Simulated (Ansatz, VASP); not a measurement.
# Cross-check of Ta3NO6 (Ta3NO6 (Cm)) between VASP and Ansatz, part 2 of 3

One calculation is typed for both programs; each brings its own data sets. How far apart do they land? Of the first pair: The structure shown is the start of the Ansatz relaxation below; VASP solves that cell, so the two are compared at the walk's first step.

VASP 6.6.1 and Ansatz 0.2.0.

So far: Starting point; Ansatz: relaxation, PBEsol.

### Step 3. VASP: single point, PBEsol, start cell, pair 1

Level of this step: PBEsol; plane waves and PAW (Ta_pv, N, O) (VASP).

The same cell, functional, mesh and smearing now go to VASP, with its own data sets.

Lines of VASP's logs that name or quote its potential files are left out, and so is its time.

Input file INCAR:

```
SYSTEM = Ta3NO6
PREC = Accurate
ENCUT = 520
EDIFF = 1E-06
NELM = 120
ISMEAR = -1
SIGMA = 0.01
LREAL = .FALSE.
ALGO = Normal
GGA = PS
NBANDS = 132
LASPH = .TRUE.
LORBIT = 11
LWAVE = .FALSE.
LCHARG = .FALSE.
ISIF = 2
GGA_COMPAT = .FALSE.
EFERMI = MIDGAP
KPAR = 4
```

Input file POSCAR:

```
Ta3NO6
1.0
   10.3767170000     -1.9301170000      0.0000000000
   10.3767170000      1.9301170000      0.0000000000
   -5.9698350000      0.0000000000     10.3409440000
Ta N O
9 3 18
Direct
    0.0001784073      0.0001784073      0.9999575474
    0.8155941941      0.8155941941      0.9972450291
    0.1830657349      0.1830657349      0.9984720931
    0.9194000817      0.9194000817      0.3659062461
    0.0803316477      0.0803316477      0.6266790537
    0.1042404549      0.1042404549      0.3726284564
    0.8917739153      0.8917739153      0.6269962394
    0.7087132885      0.7087132885      0.6303193403
    0.2901413358      0.2901413358      0.3679530612
    0.8283536803      0.8283536803      0.4100370334
    0.1726274384      0.1726274384      0.5958139798
    0.0241142059      0.0241142059      0.4182381222
    0.6280567784      0.6280567784      0.4184574445
    0.3749771603      0.3749771603      0.5864347588
    0.4017413185      0.4017413185      0.3744793512
    0.5977883613      0.5977883613      0.6286346778
    0.2071699226      0.2071699226      0.3859402004
    0.7956565727      0.7956565727      0.6225934499
    0.7518991194      0.7518991194      0.8084834421
    0.2462202530      0.2462202530      0.1895819182
    0.2905654226      0.2905654226      0.9968128635
    0.7090295526      0.7090295526      0.0010402339
    0.0985831534      0.0985831534      0.0112964542
    0.9003710624      0.9003710624      0.9857103955
    0.9759948367      0.9759948367      0.5858013543
    0.1277308806      0.1277308806      0.8111313629
    0.8706016662      0.8706016662      0.1856793732
    0.4989858581      0.4989858581      0.9990931195
    0.9521554418      0.9521554418      0.8046289584
    0.0492911442      0.0492911442      0.1939556969
```

Input file KPOINTS:

```
Automatic mesh
0
Gamma
7 7 3
0 0 0
```

The projector-augmented-wave data sets are Ta_pv, N and O (PBE family, release 64).

Launch:

```bash
$ mpirun -np 4 vasp_std
```

Numbers of over 12 decimals in the logs are rounded to 6 here.

What it wrote:

```text
[banner, memory and clock lines left out]
running    4 mpi-ranks, on    1 nodes
 distrk:  each k-point on    1 cores,    4 groups
 distr:  one band on    1 cores,    1 groups

 POSCAR found type information on POSCAR TaN O
 POSCAR found :  3 types and      30 ions
|                                                                             |
|               ----> ADVICE to this user running VASP <----                  |
|                                                                             |
|     You have a (more or less) 'large supercell' and for larger cells it     |
|     might be more efficient to use real-space projection operators.         |
|     Therefore, try LREAL= Auto in the INCAR file.                           |
|     Mind: For very accurate calculation, you might also keep the            |
|     reciprocal projection scheme (i.e. LREAL=.FALSE.).                      |
|                                                                             |

|                                                                             |
|               ----> ADVICE to this user running VASP <----                  |
|                                                                             |
|     You enforced a specific xc type in the INCAR file but a different       |
|     [... a line on the potential file left out ...]
|     I HOPE YOU KNOW WHAT YOU ARE DOING!                                     |
|                                                                             |

 LDA part: xc-table for (Slater+PW92), standard interpolation
 POSCAR, INCAR and KPOINTS ok, starting setup
 FFT: planning ... GRIDC
 FFT: planning ... GRID_SOFT
 FFT: planning ... GRID
 WAVECAR not read
 entering main loop
       N       E                     dE             d eps       ncg     rms          rms(c)
DAV:   1     0.216140293762E+04    0.21614E+04   -0.12394E+05 11704   0.168E+03
DAV:   2    -0.171374163291E+03   -0.23328E+04   -0.22591E+04 13752   0.473E+02
DAV:   3    -0.364450192218E+03   -0.19308E+03   -0.19175E+03 12976   0.137E+02
DAV:   4    -0.369299285645E+03   -0.48491E+01   -0.48299E+01 14128   0.223E+01
DAV:   5    -0.369413327798E+03   -0.11404E+00   -0.11380E+00 13760   0.318E+00    0.103E+02
DAV:   6    -0.312208609191E+03    0.57205E+02   -0.34007E+02 13912   0.548E+01    0.406E+01
DAV:   7    -0.310911437722E+03    0.12972E+01   -0.23980E+01 13384   0.154E+01    0.227E+01
DAV:   8    -0.310489167397E+03    0.42227E+00   -0.23223E+00 14768   0.585E+00    0.149E+00
DAV:   9    -0.310472485985E+03    0.16681E-01   -0.23255E-01 14336   0.186E+00    0.701E-01
DAV:  10    -0.310474817767E+03   -0.23318E-02   -0.43793E-02 14016   0.715E-01    0.360E-01
DAV:  11    -0.310476135082E+03   -0.13173E-02   -0.72277E-03 14696   0.333E-01    0.183E-01
DAV:  12    -0.310477676168E+03   -0.15411E-02   -0.19640E-03 13432   0.148E-01    0.634E-02
DAV:  13    -0.310478169854E+03   -0.49369E-03   -0.43057E-04 14216   0.619E-02    0.328E-02
DAV:  14    -0.310478336163E+03   -0.16631E-03   -0.12129E-04 14232   0.372E-02    0.113E-02
DAV:  15    -0.310478380247E+03   -0.44084E-04   -0.39524E-05 13616   0.188E-02    0.711E-03
DAV:  16    -0.310478389867E+03   -0.96198E-05   -0.10161E-05 12360   0.901E-03    0.406E-03
DAV:  17    -0.310478391683E+03   -0.18157E-05   -0.19005E-06  9096   0.448E-03    0.143E-03
DAV:  18    -0.310478392041E+03   -0.35854E-06   -0.55461E-07  7568   0.249E-03
   1 F= -.31047839E+03 E0= -.31047839E+03  d E =0.000000E+00
```

From OUTCAR (step 3):

```text
ion  position               nearest neighbor table
   1  0.000  0.000  1.000-  28 1.93  28 1.93  23 1.98  24 1.99  30 2.01  29 2.03
   2  0.816  0.816  0.997-  24 1.83  27 1.95  19 1.96  21 2.00  21 2.00  22 2.23   3 3.37   3 3.37

  LATTYP: Found a base centered monoclinic cell.
 ALAT       =    20.7534340000
 B/A-ratio  =     0.1860045909
 C/A-ratio  =     0.5753475647
 COS(beta)  =    -0.4999678525

 Subroutine GETGRP returns: Found  2 space group operations
 (whereof  2 operations were pure point group operations)

The static configuration has the point symmetry C_1h.

 Found     44 irreducible k-points:

   k-points           NKPTS =     44   k-points in BZ     NKDIM =     44   number of bands    NBANDS=    132

   dimension x,y,z NGX =    80 NGY =   80 NGZ =   90
   dimension x,y,z NGXF=   160 NGYF=  160 NGZF=  180

   ENCUT  =  520.0 eV  38.22 Ry    6.18 a.u.  19.62 19.62 22.20*2*pi/ulx,y,z

   NELECT =     222.0000    total number of electrons

 k-points in reciprocal lattice and weights: Automatic mesh
   0.00000000  0.00000000  0.00000000       0.007
   0.14285714 -0.00000000  0.00000000       0.027
   0.28571429  0.00000000  0.00000000       0.027
   0.42857143  0.00000000  0.00000000       0.027
   0.14285714  0.14285714  0.00000000       0.014
   0.28571429  0.14285714  0.00000000       0.027
   0.42857143  0.14285714  0.00000000       0.027
  -0.42857143  0.14285714 -0.00000000       0.027
  -0.28571429  0.14285714 -0.00000000       0.027
[...]
-0.14285714 -0.28571429  0.33333333       0.027
  -0.14285714 -0.14285714  0.33333333       0.014

 average (electrostatic) potential at core
       1 -41.0982       2 -41.3399       3 -41.2887       4 -40.8652       5 -41.1928
       6 -41.0595       7 -41.3284       8 -40.9227       9 -40.6306      10 -65.0431
      11 -65.2881      12 -65.0292      13 -73.1679      14 -73.2198      15 -73.0132
      16 -73.2284      17 -72.6453      18 -73.0992      19 -72.9297      20 -72.7707
      21 -73.2138      22 -73.1754      23 -73.0255      24 -73.0323      25 -73.1840
      26 -72.7341      27 -72.9528      28 -72.3282      29 -72.8813      30 -72.9093

 E-fermi :   2.2673

 k-point     1 :       0.0000    0.0000    0.0000
  band No.  band energies     occupation
    ...
    107       0.2683      2.00000
    108       0.5422      2.00000
    109       0.5726      2.00000
    110       0.6318      2.00000
    111       0.9161      2.00000
    112       3.2891      0.00000
    113       3.7461      0.00000
    114       4.0101      0.00000
    115       4.0585      0.00000
    116       4.1598      0.00000
    ...

 k-point     2 :       0.1429   -0.0000    0.0000
  band No.  band energies     occupation
    ...
    107       0.4350      2.00000
    108       0.5024      2.00000
    109       0.5451      2.00000
    110       0.6928      2.00000
    111       0.9874      2.00000
    112       3.7110      0.00000
    113       4.0089      0.00000
    114       4.0816      0.00000
    115       4.1833      0.00000
    116       4.2858      0.00000
    ...

 k-point     3 :       0.2857    0.0000    0.0000
  band No.  band energies     occupation
    ...
    107       0.4569      2.00000
    108       0.5199      2.00000
    109       0.7724      2.00000
    110       0.8632      2.00000
    111       1.2376      2.00000
    112       4.0076      0.00000
    113       4.3540      0.00000
    114       4.5323      0.00000
    115       4.7372      0.00000
    116       4.7602      0.00000
    ...

  Total       -1.5677789     -1.7450524     -1.2775017      0.0000000      0.0000000      0.0097745
  in kB       -6.0640337     -6.7497124     -4.9412664      0.0000000      0.0000000      0.0378069
  external PRESSURE =      -5.9183375 kB  Pullay stress =       0.0000000 kB

  energy-cutoff  :      520.00
  volume of cell :      414.22
      direct lattice vectors                 reciprocal lattice vectors
    10.376717000 -1.930117000  0.000000000     0.048184797 -0.259051653  0.027817121
    10.376717000  1.930117000  0.000000000     0.048184797  0.259051653  0.027817121
    -5.969835000  0.000000000 10.340944000     0.000000000  0.000000000  0.096702970

 POSITION                                       TOTAL-FORCE (eV/Angst)
 -----------------------------------------------------------------------------------
     -5.96588      0.00000     10.34051        -0.004211      0.000000     -0.010611
     10.97299      0.00000     10.31246        -0.274524      0.000000      0.028800
     -2.16147      0.00000     10.32514         0.258367      0.000000      0.025671
     16.89631      0.00000      3.78382        -0.189085      0.000000      0.216580
     -2.07401      0.00000      6.48045         0.117583      0.000000     -0.178820
     -0.06118      0.00000      3.85333         0.015264      0.000000      0.286477
     14.76431      0.00000      6.48373         0.011519      0.000000     -0.311711
     10.94533      0.00000      6.51810        -0.234169      0.000000     -0.210035
      3.82481      0.00000      3.80498         0.232051      0.000000      0.201973
     14.74333      0.00000      4.24017         0.037515      0.000000      0.038052
      0.02570      0.00000      6.16128        -0.008338      0.000000     -0.034409
     -1.99636      0.00000      4.32498         0.065031      0.000000      0.027970
     10.53621      0.00000      4.32724        -0.022524      0.000000      0.017773
      4.28114      0.00000      6.06429        -0.002167      0.000000     -0.024257
      6.10193      0.00000      3.87247        -0.020890      0.000000     -0.008027
      8.65332      0.00000      6.50068         0.030719      0.000000     -0.000586
      1.99549      0.00000      3.99099        -0.111378      0.000000     -0.006986
     12.79583      0.00000      6.43820         0.089528      0.000000      0.013904
     10.77798      0.00000      8.36048         0.014802      0.000000      0.057619
      3.97814      0.00000      1.96046        -0.023516      0.000000     -0.078381
      0.07942      0.00000     10.30799        -0.006790      0.000000     -0.002466
     14.70859      0.00000      0.01076         0.018503      0.000000     -0.003952
      1.97850      0.00000      0.11682        -0.141806      0.000000     -0.012570
     12.80126      0.00000     10.19318         0.147831      0.000000      0.004119
     16.75811      0.00000      6.05774        -0.017624      0.000000     -0.005649
     -2.19147      0.00000      8.38786        -0.004482      0.000000      0.020056
     16.95950      0.00000      1.92010         0.015003      0.000000     -0.058962
      4.39125      0.00000     10.33157         0.005203      0.000000      0.000537
     14.95699      0.00000      8.32062        -0.010083      0.000000      0.140153
     -0.13492      0.00000      2.00569         0.012670      0.000000     -0.132263
 -----------------------------------------------------------------------------------
    total drift:                               -0.001867      0.000000      0.000214

  FREE ENERGIE OF THE ION-ELECTRON SYSTEM (eV)
  ---------------------------------------------------
  free  energy   TOTEN  =      -310.4783920412 eV

  energy  without entropy=     -310.4783920412  energy(sigma->0) =     -310.47839204

 total charge
# of ion       s       p       d       tot
------------------------------------------
    1        0.351   6.370   2.055   8.776
    2        0.358   6.356   2.148   8.862
    3        0.356   6.352   2.143   8.852
    4        0.364   6.333   2.205   8.902
    5        0.357   6.356   2.135   8.848
    6        0.354   6.335   2.152   8.841
    7        0.355   6.353   2.129   8.837
    8        0.367   6.328   2.242   8.937
    9        0.367   6.321   2.257   8.945
   10        1.239   2.552   0.000   3.791
   11        1.242   2.562   0.000   3.804
   12        1.256   2.536   0.000   3.792
   13        1.557   3.520   0.000   5.077
   14        1.559   3.523   0.000   5.082
   15        1.559   3.529   0.000   5.088
   16        1.561   3.533   0.000   5.095
   17        1.568   3.491   0.000   5.059
   18        1.567   3.513   0.000   5.080
   19        1.568   3.520   0.000   5.089
   20        1.567   3.513   0.000   5.080
   21        1.555   3.527   0.000   5.082
   22        1.555   3.527   0.000   5.082
   23        1.569   3.514   0.000   5.084
   24        1.569   3.511   0.000   5.080
   25        1.557   3.512   0.000   5.069
   26        1.567   3.503   0.000   5.071
   27        1.567   3.517   0.000   5.084
   28        1.569   3.501   0.000   5.070
   29        1.568   3.492   0.000   5.060
   30        1.567   3.496   0.000   5.063
--------------------------------------------------
tot         35.117 127.994  19.467 182.578

[... 3 further parts left out ...]
```

The run ends at a pressure of -0.59 GPa, with forces up to 0.31 eV/Å.

### Step 4. Side by side

Known differences besides the potentials themselves: the data sets hold 240 valence electrons in Ansatz (on its default PAW (the set named soft_2) files) and 222 in VASP; the cutoff is 420 eV in Ansatz and 520 eV in VASP; Ansatz makes its cores anew for this functional, VASP keeps those of its PBE data sets. Total energies have different zeros and are not compared.

Forces on 8 of the 30 atoms, those with the largest forces and the largest differences (eV/Å; atoms numbered as in POSCAR):

```csv
atom,"Ansatz x, y, z","VASP x, y, z"
Ta2,"-0.132, 0.000, 0.023","-0.275, 0.000, 0.029"
Ta3,"0.120, 0.000, 0.008","0.258, 0.000, 0.026"
Ta4,"-0.149, 0.000, 0.116","-0.189, 0.000, 0.217"
Ta6,"0.005, 0.000, 0.169","0.015, 0.000, 0.286"
Ta7,"-0.010, 0.000, -0.178","0.012, 0.000, -0.312"
Ta8,"-0.133, 0.000, -0.090","-0.234, 0.000, -0.210"
Ta9,"0.101, 0.000, 0.087","0.232, 0.000, 0.202"
O29,"-0.027, 0.000, -0.003","-0.010, 0.000, 0.140"
```

The forces differ by 55 meV/Å r.m.s., which is 59.7 % of the r.m.s. force of 0.093 eV/Å (both taken over all components).

### Step 5. Ansatz: relaxation, PBEsol

This run makes the geometry at which the two programs are then compared. The cell compared in this pair holds 411.59 Å³, against 414.22 Å³ for the pair before.

The structure compared here is the end of the Ansatz relaxation.

Input file input.yaml:

```yaml
crystal:
  lattice:
    - [10.376717, -1.9301167, 0.0]
    - [10.376717, 1.9301167, 0.0]
    - [-5.9698349, 0.0, 10.3409436]
  atoms:
    - { symbol: Ta, position: [0.00017843, 0.00017843, 0.9999576] }
    - { symbol: Ta, position: [0.81559418, 0.81559418, 0.99724505] }
    - { symbol: Ta, position: [0.18306575, 0.18306575, 0.99847213] }
    - { symbol: Ta, position: [0.91940007, 0.91940007, 0.36590624] }
    - { symbol: Ta, position: [0.08033167, 0.08033167, 0.62667912] }
    - { symbol: Ta, position: [0.10424044, 0.10424044, 0.37262849] }
    - { symbol: Ta, position: [0.89177391, 0.89177391, 0.62699625] }
    - { symbol: Ta, position: [0.70871328, 0.70871328, 0.63031939] }
    - { symbol: Ta, position: [0.29014132, 0.29014132, 0.36795307] }
    - { symbol: "N", position: [0.8283537, 0.8283537, 0.41003708] }
    - { symbol: "N", position: [0.17262742, 0.17262742, 0.59581398] }
    - { symbol: "N", position: [0.02411424, 0.02411424, 0.41823818] }
    - { symbol: O, position: [0.62805678, 0.62805678, 0.41845744] }
    - { symbol: O, position: [0.37497714, 0.37497714, 0.58643475] }
    - { symbol: O, position: [0.40174129, 0.40174129, 0.37447933] }
    - { symbol: O, position: [0.5977884, 0.5977884, 0.62863474] }
    - { symbol: O, position: [0.20716996, 0.20716996, 0.38594026] }
    - { symbol: O, position: [0.79565656, 0.79565656, 0.62259349] }
    - { symbol: O, position: [0.75189912, 0.75189912, 0.80848346] }
    - { symbol: O, position: [0.24622025, 0.24622025, 0.1895819] }
    - { symbol: O, position: [0.29056544, 0.29056544, 0.99681289] }
    - { symbol: O, position: [0.70902953, 0.70902953, 0.0010402] }
    - { symbol: O, position: [0.09858315, 0.09858315, 0.01129647] }
    - { symbol: O, position: [0.90037109, 0.90037109, 0.98571045] }
    - { symbol: O, position: [0.97599486, 0.97599486, 0.58580139] }
    - { symbol: O, position: [0.1277309, 0.1277309, 0.8111314] }
    - { symbol: O, position: [0.87060165, 0.87060165, 0.18567936] }
    - { symbol: O, position: [0.49898588, 0.49898588, 0.99909315] }
    - { symbol: O, position: [0.95215547, 0.95215547, 0.80462903] }
    - { symbol: O, position: [0.04929116, 0.04929116, 0.19395572] }
basis:
  ecutwfc: 420
  xc_grid: 2
hamiltonian:
  xc: pbesol
kpoints:
  mp_grid: { grid: [7, 7, 3] }
scf:
  occupations: { method: fermi_dirac, width: 0.01 }
  max_iter: 150
output:
  forces: true
  stress: true
relax:
  f_tol: 0.01
  max_steps: 60
  cell: {}
checkpoint:
  write: "../pbesol.run"
  compress: false
  write_wavefunctions: false
  write_every: 100000
```

Launch:

```bash
$ ansatz run input.yaml --threads 4 --pin off --max-ram 6594MiB --backend cpu --events-out ev --progress --plain --runs-dir out
```

What it wrote:

```text
[...]
Crystal: 30 atoms, lattice volume = 414.223 Å³
Basis set: ecut = 420 eV, 8119 PW (Γ), FFT grids on a1−a2, a2, a1+a3, exchange–correlation on 54×144×160 points (8 copies of the dense FFT grid, shifted against one another)
Bands: 150, of which v1, the nominal top of the filled ones, is band 120 counted from 1 (119 counted from 0)
Symmetry: 2 space group operations
[...]
- { symbol: O, position: [0.795241, 0.795241, 0.621958] }
    - { symbol: O, position: [0.751980, 0.751980, 0.808481] }
    - { symbol: O, position: [0.246159, 0.246159, 0.189792] }
[...]
- { symbol: O, position: [0.870241, 0.870241, 0.186572] }
    - { symbol: O, position: [0.498987, 0.498987, 0.998877] }
    - { symbol: O, position: [0.951527, 0.951527, 0.804249] }
    - { symbol: O, position: [0.050007, 0.050007, 0.194083] }
[key lines of the parts left out:]
SCF converged after 5 iterations
Free energy (F): -99521.657776 eV
Fermi energy:    8.645078 eV
P = ⅓ Tr σ = 0.0009 GPa (0.009 kbar)
```

(Continued in part 3 of 3.)

[Lines on the potential files, build, host, timing and source positions are cut from VASP's logs without a mark.]

[Logs are printed without paths, hosts, clocks, repeated set-up lines and the standing remarks that a program may print on its own settings, such as how far it seeks lower states.]

[Hosts, paths, dates, database ids (printed as entryN), source tags and the programs' standing remarks are cut or masked in the printed files.]
